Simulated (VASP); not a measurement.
# Rb2SnHgTe4: phonons from a supercell

Aim: the phonon dispersion and thermal properties of Rb2SnHgTe4. The start is a cell from a database of measured crystal structures.

Method: LDA; plane waves and PAW (Hg, Te, Sn_d, Rb_sv), in VASP 6.6.1.

## (1) The starting structure

The structure is tetragonal, space group I-42m (No. 121). Conventional cell: a = 8.766 Å, b = 8.766 Å, c = 7.353 Å, α = 90.00°, β = 90.00°, γ = 90.00°. Nearest to Hg lie 4 Te at 2.85 Å. Nearest to Te lie 1 Sn at 2.77 Å and 1 Hg at 2.85 Å and 4 Rb at 3.70 to 3.77 Å. Nearest to Sn lie 4 Te at 2.77 Å. Nearest to Rb lie 2 Rb at 3.68 Å and 8 Te at 3.70 to 3.77 Å. Farther neighbours and most contacts between anions are not listed.

## (2) Relax the host

Cell and atoms are relaxed first, so that later runs start from this functional's own cell.

Input file INCAR:

```
SYSTEM = Rb2SnHgTe4
PREC = Accurate
ENCUT = 350
EDIFF = 1E-06
NELM = 120
ISMEAR = 0
SIGMA = 0.05
LREAL = .FALSE.
ALGO = Normal
GGA = CA
NBANDS = 42
LORBIT = 11
LWAVE = .FALSE.
LCHARG = .FALSE.
KPAR = 4
IBRION = 2
NSW = 40
ISIF = 3
EDIFFG = -0.02
POTIM = 0.4
```

Input file POSCAR:

```
Rb2SnHgTe4
1.0
   -4.3830000000      4.3830000000      3.6765000000
    4.3830000000     -4.3830000000      3.6765000000
    4.3830000000      4.3830000000     -3.6765000000
Hg Te Sn Rb
1 4 1 2
Direct
    0.0000000000      0.0000000000      0.0000000000
    0.9125000000      0.5703000000      0.0000000000
    0.0875000000      0.0875000000      0.6578000000
    0.5703000000      0.9125000000      0.0000000000
    0.4297000000      0.4297000000      0.3422000000
    0.5000000000      0.5000000000      0.0000000000
    0.5000000000      0.0000000000      0.5000000000
    0.0000000000      0.5000000000      0.5000000000
```

Input file KPOINTS:

```
Automatic mesh
0
Gamma
4 4 4
0 0 0
```

Potentials, in the order of the species: Hg, Te, Sn_d and Rb_sv (LDA family, release 64).

Command:

```bash
> mpirun -np 4 vasp_std
```

Log:

```text
[banner, memory and clock lines left out]
running    4 mpi-ranks, on    1 nodes
 distrk:  each k-point on    1 cores,    4 groups
 distr:  one band on    1 cores,    1 groups

 POSCAR found type information on POSCAR HgTeSnRb
 POSCAR found :  4 types and       8 ions
 LDA part: xc-table for (Slater(with rela. corr.)+CA(PZ))
 , standard interpolation
 POSCAR, INCAR and KPOINTS ok, starting setup
 FFT: planning ... GRIDC
 FFT: planning ... GRID_SOFT
 FFT: planning ... GRID
 WAVECAR not read
 entering main loop
       N       E                     dE             d eps       ncg     rms          rms(c)
DAV:   1     0.455179882366E+03    0.45518E+03   -0.23477E+04  1092   0.114E+03
DAV:   2     0.240483799928E+02   -0.43113E+03   -0.41765E+03  1214   0.291E+02
DAV:   3    -0.245595708634E+02   -0.48608E+02   -0.48148E+02  1330   0.111E+02
DAV:   4    -0.280328617379E+02   -0.34733E+01   -0.34646E+01  1622   0.254E+01
DAV:   5    -0.281258588050E+02   -0.92997E-01   -0.92913E-01  1664   0.385E+00    0.107E+01
DAV:   6    -0.273465723301E+02    0.77929E+00   -0.15672E+00  1450   0.932E+00    0.844E+00
DAV:   7    -0.272738668604E+02    0.72705E-01   -0.76196E-01  1296   0.338E+00    0.311E+00
DAV:   8    -0.272633329138E+02    0.10534E-01   -0.87952E-02  1296   0.198E+00    0.100E+00
DAV:   9    -0.272624839973E+02    0.84892E-03   -0.95374E-03  1334   0.741E-01    0.281E-01
DAV:  10    -0.272621629834E+02    0.32101E-03   -0.13986E-03  1376   0.225E-01    0.123E-01
DAV:  11    -0.272621489877E+02    0.13996E-04   -0.48399E-04  1304   0.108E-01    0.353E-02
DAV:  12    -0.272621522190E+02   -0.32313E-05   -0.53169E-05  1352   0.331E-02    0.237E-02
DAV:  13    -0.272621540595E+02   -0.18405E-05   -0.65745E-06  1480   0.155E-02    0.121E-02
DAV:  14    -0.272621534414E+02    0.61805E-06   -0.21519E-06   924   0.102E-02
   1 F= -.27262153E+02 E0= -.27262153E+02  d E =-.272622E+02
 curvature:   0.00 expect dE= 0.000E+00 dE for cont linesearch  0.000E+00
 trial: gam= 0.00000 g(F)=  0.238E-02 g(S)=  0.363E-01 ort = 0.000E+00 (trialstep = 0.100E+01)
 search vector abs. value=  0.387E-01
 bond charge predicted
       N       E                     dE             d eps       ncg     rms          rms(c)
DAV:   1    -0.275382589789E+02   -0.27610E+00   -0.55754E+00  1330   0.173E+01    0.302E+00
DAV:   2    -0.273318736608E+02    0.20639E+00   -0.50709E-01  1370   0.610E+00    0.114E+00
DAV:   3    -0.272914909970E+02    0.40383E-01   -0.11612E-01  1358   0.220E+00    0.847E-01
DAV:   4    -0.272880098753E+02    0.34811E-02   -0.19726E-02  1474   0.926E-01    0.207E-01
DAV:   5    -0.272874190316E+02    0.59084E-03   -0.36043E-03  1352   0.473E-01    0.147E-01
DAV:   6    -0.272874245986E+02   -0.55670E-05   -0.40068E-04  1606   0.856E-02    0.115E-01
DAV:   7    -0.272874108170E+02    0.13782E-04   -0.70245E-05  1592   0.579E-02    0.395E-02
DAV:   8    -0.272874073881E+02    0.34289E-05   -0.17224E-05  1382   0.246E-02    0.156E-02
DAV:   9    -0.272874066257E+02    0.76243E-06   -0.35660E-06   940   0.106E-02
   2 F= -.27287407E+02 E0= -.27287407E+02  d E =-.252532E-01
[...]
3 F= -.27289790E+02 E0= -.27289790E+02  d E =-.276361E-01
[...]
4 F= -.27307810E+02 E0= -.27307810E+02  d E =-.180204E-01
[...]
5 F= -.27330164E+02 E0= -.27330164E+02  d E =-.403746E-01
[...]
6 F= -.27331252E+02 E0= -.27331252E+02  d E =-.108786E-02
[...]
7 F= -.27331666E+02 E0= -.27331666E+02  d E =-.150144E-02
[...]
8 F= -.27331664E+02 E0= -.27331664E+02  d E =-.149939E-02
 curvature:  -0.58 expect dE=-0.298E-03 dE for cont linesearch -0.900E-07
 trial: gam= 0.19713 g(F)=  0.288E-04 g(S)=  0.487E-03 ort =-0.209E-04 (trialstep = 0.162E+01)
 search vector abs. value=  0.616E-03
 bond charge predicted
       N       E                     dE             d eps       ncg     rms          rms(c)
DAV:   1    -0.273341808048E+02   -0.25166E-02   -0.11215E-01  1226   0.163E+00    0.247E-01
DAV:   2    -0.273328874450E+02    0.12934E-02   -0.15469E-03  1316   0.219E-01    0.134E-01
DAV:   3    -0.273323061960E+02    0.58125E-03   -0.67309E-04  1270   0.129E-01    0.511E-02
DAV:   4    -0.273322546917E+02    0.51504E-04   -0.14017E-04  1370   0.558E-02    0.190E-02
DAV:   5    -0.273322541619E+02    0.52984E-06   -0.82928E-06  1300   0.145E-02
   9 F= -.27332254E+02 E0= -.27332254E+02  d E =-.590582E-03
 trial-energy change:   -0.000591  1 .order   -0.000600   -0.000827   -0.000373
 step:   3.3793(harm=  2.9428)  dis= 0.00197  next Energy=   -27.332446 (dE=-0.782E-03)
 reached required accuracy - stopping structural energy minimisation
```

Run time: 1.8 min. Hardware: 4 MPI ranks of AMD EPYC 9R45, shared host; peak memory 1.2 GiB; 7.2 min of CPU time.

The logs omit lines about the potential files and the build; timing stands in the text.

From OUTCAR (step 2):

```text
ion  position               nearest neighbor table
   1  0.000  0.000  0.000-   2 2.85   3 2.85   4 2.85   5 2.85   6 3.68   6 3.68   8 4.38   8 4.38
                             7 4.38   7 4.38
   2  0.913  0.570  0.000-   6 2.77   1 2.85   8 3.70   7 3.70   8 3.77   7 3.77
   3  0.087  0.087  0.658-   6 2.77   1 2.85   7 3.70   8 3.70   8 3.77   7 3.77
   4  0.570  0.913  0.000-   6 2.77   1 2.85   7 3.70   8 3.70   7 3.77   8 3.77
   5  0.430  0.430  0.342-   6 2.77   1 2.85   8 3.70   7 3.70   7 3.77   8 3.77
   6  0.500  0.500  0.000-   3 2.77   5 2.77   4 2.77   2 2.77   1 3.68   1 3.68   8 4.38   7 4.38
                             8 4.38   7 4.38
   7  0.500  0.000  0.500-   8 3.68   8 3.68   4 3.70   5 3.70   3 3.70   2 3.70   4 3.77   5 3.77
                             2 3.77   3 3.77   6 4.38   1 4.38   6 4.38   1 4.38
   8  0.000  0.500  0.500-   7 3.68   7 3.68   2 3.70   5 3.70   3 3.70   4 3.70   3 3.77   4 3.77
                             5 3.77   2 3.77   1 4.38   6 4.38   6 4.38   1 4.38

  LATTYP: Found a body centered tetragonal cell.
 ALAT       =     8.7660000000
 C/A-ratio  =     0.8388090349

 Subroutine GETGRP returns: Found  8 space group operations
 (whereof  8 operations were pure point group operations)

The static configuration has the point symmetry D_2d.

 Found     13 irreducible k-points:

   k-points           NKPTS =     13   k-points in BZ     NKDIM =     13   number of bands    NBANDS=     42

   dimension x,y,z NGX =    48 NGY =   48 NGZ =   48
   dimension x,y,z NGXF=    96 NGYF=   96 NGZF=   96

   ENCUT  =  350.0 eV  25.72 Ry    5.07 a.u.  10.99 10.99 10.99*2*pi/ulx,y,z

   NELECT =      68.0000    total number of electrons

 k-points in reciprocal lattice and weights: Automatic mesh
   0.00000000  0.00000000  0.00000000       0.016
   0.25000000  0.00000000  0.00000000       0.125
   0.50000000  0.00000000  0.00000000       0.062
   0.25000000  0.25000000  0.00000000       0.125
   0.50000000  0.25000000  0.00000000       0.250
  -0.25000000  0.25000000  0.00000000       0.062
   0.50000000  0.50000000  0.00000000       0.031
   0.25000000  0.25000000  0.25000000       0.031
  -0.25000000  0.25000000  0.25000000       0.062
   0.50000000  0.50000000  0.25000000       0.062
  -0.25000000  0.50000000  0.25000000       0.125
  -0.25000000 -0.25000000  0.25000000       0.031
   0.50000000  0.50000000  0.50000000       0.016

 average (electrostatic) potential at core
       1 -39.7198       2 -90.8729       3 -90.8729       4 -90.8729       5 -90.8729
       6-103.3460       7 -34.0666       8 -34.0666

 E-fermi :   3.5575

 k-point     1 :       0.0000    0.0000    0.0000
  band No.  band energies     occupation
    ...
     30       2.4137      2.00000
     31       2.9014      2.00000
     32       3.2366      2.00000
     33       3.3575      2.00000
     34       3.3575      2.00000
     35       4.9310      0.00000
     36       6.0276      0.00000
     37       6.8260      0.00000
     38       7.1431      0.00000
     39       7.4385      0.00000
    ...

 k-point     2 :       0.2500    0.0000    0.0000
  band No.  band energies     occupation
    ...
     30       2.2097      2.00000
     31       2.3066      2.00000
     32       2.7145      2.00000
     33       3.1126      2.00000
     34       3.1272      2.00000
     35       4.9856      0.00000
     36       5.9032      0.00000
     37       6.7515      0.00000
     38       6.9755      0.00000
     39       7.3956      0.00000
    ...

 k-point     3 :       0.5000    0.0000    0.0000
  band No.  band energies     occupation
    ...
     30       2.1623      2.00000
     31       2.4173      2.00000
     32       2.4281      2.00000
     33       2.7390      2.00000
     34       2.9103      2.00000
     35       4.7312      0.00000
     36       5.0588      0.00000
     37       6.6846      0.00000
     38       6.7353      0.00000
     39       7.4731      0.00000
    ...

  Total       -0.0078693     -0.0078693     -0.1546149     -0.0000000      0.0000000      0.0000000
  in kB       -0.0473732     -0.0473732     -0.9307786     -0.0000000      0.0000000      0.0000000
  external PRESSURE =      -0.3418417 kB  Pullay stress =       0.0000000 kB

  energy-cutoff  :      350.00
  volume of cell :      266.14
      direct lattice vectors                 reciprocal lattice vectors
    -4.284467587  4.284467587  3.624613651     0.000000000  0.116700614  0.137945737
     4.284467587 -4.284467587  3.624613651     0.116700614  0.000000000  0.137945737
     4.284467587  4.284467587 -3.624613651     0.116700614  0.116700614  0.000000000

 POSITION                                       TOTAL-FORCE (eV/Angst)
 -----------------------------------------------------------------------------------
      0.00000     -0.00000      0.00000         0.000000     -0.000000      0.000000
     -1.51816      1.51816      5.37539        -0.003809      0.003809     -0.005993
      2.76631      2.76631     -1.75078        -0.003809     -0.003809      0.005993
      1.51816     -1.51816      5.37539         0.003809     -0.003809     -0.005993
      1.51816      1.51816      1.87383         0.003809      0.003809      0.005993
      0.00000      0.00000      3.62461        -0.000000     -0.000000      0.000000
      0.00000      4.28447      0.00000         0.000000     -0.000000      0.000000
      4.28447      0.00000      0.00000         0.000000     -0.000000      0.000000
 -----------------------------------------------------------------------------------
    total drift:                                0.000000      0.000000      0.000001

  FREE ENERGIE OF THE ION-ELECTRON SYSTEM (eV)
  ---------------------------------------------------
  free  energy   TOTEN  =       -27.3322541619 eV

  energy  without entropy=      -27.3322541555  energy(sigma->0) =      -27.33225416

 reached required accuracy - stopping structural energy minimisation

 total charge
# of ion       s       p       d       tot
------------------------------------------
    1        0.746   0.391   9.362  10.499
    2        1.382   2.012   0.021   3.415
    3        1.382   2.012   0.021   3.415
    4        1.382   2.012   0.021   3.415
    5        1.382   2.012   0.021   3.415
    6        1.157   1.085  10.031  12.272
    7        1.945   5.330   0.042   7.317
    8        1.945   5.330   0.042   7.317
--------------------------------------------------
tot         11.319  20.183  19.562  51.065

[... 3 further parts left out ...]
```

CONTCAR:

```
Rb2SnHgTe4
   1.00000000000000
    -4.2844675870574829    4.2844675870574829    3.6246136506084934
     4.2844675870574829   -4.2844675870574829    3.6246136506084934
     4.2844675870574829    4.2844675870574829   -3.6246136506084934
  Hg              Te              Sn              Rb
     1     4     1     2
Direct
     0.0000000000000000    0.0000000000000000    0.0000000000000000
     0.9186828268908229    0.5643425412175014    0.0000000000000000
     0.0813171731091770    0.0813171731091770    0.6456597143266787
     0.5643425412175014    0.9186828268908229    0.0000000000000000
     0.4356574587824985    0.4356574587824985    0.3543402856733215
     0.5000000000000000    0.5000000000000000    0.0000000000000000
     0.5000000000000000    0.0000000000000000    0.5000000000000000
     0.0000000000000000    0.5000000000000000    0.5000000000000000
```

The gap is read on the k-mesh alone, so it is an upper bound where the band edges lie off the mesh. The run keeps the 8 symmetry operations of its start, so it cannot find a distortion of lower symmetry.

The steps of the relaxation:

```
step  energy less that of the first step (eV)  largest force (eV/Å)  pressure (GPa)  volume (Å³)
   1                                   0.0000                0.1242           -0.90       282.51
   2                                  -0.0253                0.2634           -0.17       276.09
   3                                  -0.0276                0.3322            0.19       273.18
   4                                  -0.0457                0.2588            0.18       270.96
   5                                  -0.0680                0.0551            0.21       264.53
   6                                  -0.0691                0.0287           -0.18       267.05
   7                                  -0.0695                0.0137           -0.04       266.16
   8                                  -0.0695                0.0137           -0.05       266.23
   9                                  -0.0701                0.0081           -0.03       266.14
```

```
conventional cell, symmetrised  before  after  change
                         a (Å)   8.766  8.569  -2.2 %
                         b (Å)   8.766  8.569  -2.2 %
                         c (Å)   7.353  7.249  -1.4 %
              volume (Å³/atom)   35.31  33.27  -5.8 %
```

The atoms that moved most (Å, as changes of fractional coordinates times the final cell):

```
atom      dx      dy      dz  length
 Te2  -0.052   0.052   0.001   0.074
 Te3  -0.052  -0.052  -0.001   0.074
 Te4   0.052  -0.052   0.001   0.074
 Te5   0.052   0.052  -0.001   0.074
```

Final coordinates:

```xyz
8
Lattice="-4.2845 4.2845 3.6246 4.2845 -4.2845 3.6246 4.2845 4.2845 -3.6246" Properties=species:S:1:pos:R:3 pbc="T T T"
Hg    0.0000    0.0000    0.0000
Te   -1.5182    1.5182    5.3754
Te    2.7663    2.7663   -1.7508
Te    1.5182   -1.5182    5.3754
Te    1.5182    1.5182    1.8738
Sn    0.0000    0.0000    3.6246
Rb    0.0000    4.2845    0.0000
Rb    4.2845    0.0000    0.0000
```

Numbers from this step:

| Property | Result |
| --- | --- |
| electronic cycles | 70 |
| electrons | 68 |
| free energy (TOTEN) | -27.33 eV |
| Fermi energy | 3.558 eV |
| pressure | -0.03418 GPa |
| labelled metallic, from the levels on this mesh | no |
| gap on the k-mesh | 0.3540 eV |
| least direct gap on the k-mesh | 0.7200 eV |

The run ended after 9 ionic steps, 0.070 eV below its first step, once forces and stress met EDIFFG = -0.02.

(Part 1 of 6 ends here.)

[Lines on the potential files, build, host, timing and source positions are cut from VASP's logs without a mark.]

[Logs are printed without paths, hosts, clocks, repeated set-up lines and the standing remarks that a program may print on its own settings, such as how far it seeks lower states.]

[Hosts, paths, dates, database ids (printed as entryN), source tags and the programs' standing remarks are cut or masked in the printed files.]

[Runs that stopped without an error message from VASP are left out.]
